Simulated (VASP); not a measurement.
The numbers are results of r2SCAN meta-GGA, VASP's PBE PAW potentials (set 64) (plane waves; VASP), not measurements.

VASP input:

File POSCAR:
```
SnTe
1
    0.0000000000     3.1840732730     3.1840732730
    3.1840732730     0.0000000000     3.1840732730
    3.1840732730     3.1840732730     0.0000000000
Sn Te
1 1
Direct
  0.0157031562  -0.0157031562   0.0157031562
  0.5000000000   0.5000000000   0.5000000000
```

### KPOINTS
```
Automatic
0
gamma
 8 8 8
0 0 0
```

**INCAR**
```
# general
SYSTEM   =  SnTe
PREC     =  Accurate
ENCUT    =  480
LREAL    =  .FALSE.
LASPH    =  .TRUE.

# electronic loop
EDIFF    =  1E-7
NELM     =  100
ALGO     =  Normal
LMAXMIX  =  4
LMIXTAU  =  .TRUE.

# smearing
ISMEAR   =  0
SIGMA    =  0.05

# functional
METAGGA  =  R2SCAN

# ions
ISIF     =  2

# output
LWAVE    =  .FALSE.
LCHARG   =  .FALSE.
```

POTCAR, in this order: Sn_d Te (PBE.64 set). Program: vasp_std.

Unless said otherwise, spin-orbit coupling is left out, though it shifts the bands of the heavy elements here.

Problem. Predict the energy per atom (σ→0), band gap (on the k-mesh).

Solution. 
```
Quantity                           Result
------------------------  ---------------
energy per atom (σ→0)     -25344 meV/atom
band gap (on the k-mesh)          0.29 eV
```

**OSZICAR**
```
...
DAV:  17    -0.506884017615E+02   -0.77987E-05   -0.57287E-06  1742   0.292E-02    0.445E-03
DAV:  18    -0.506884108052E+02   -0.90436E-05   -0.16686E-05  1664   0.481E-02    0.336E-03
DAV:  19    -0.506884103875E+02    0.41765E-06   -0.74005E-07  1814   0.975E-03    0.357E-03
DAV:  20    -0.506884106172E+02   -0.22972E-06   -0.45421E-08  1024   0.285E-03    0.301E-03
DAV:  21    -0.506884107328E+02   -0.11561E-06   -0.15726E-07  1036   0.536E-03    0.961E-04
DAV:  22    -0.506884110147E+02   -0.28189E-06   -0.58992E-08   868   0.211E-03    0.334E-04
DAV:  23    -0.506884109792E+02    0.35533E-07   -0.69265E-09   856   0.840E-04
   1 F= -.50688411E+02 E0= -.50688411E+02  d E =-.973824E-07
```

The compound is SnTe in the rock salt structure, which distorts at low temperature. This cell was strained or had an atom moved on purpose.
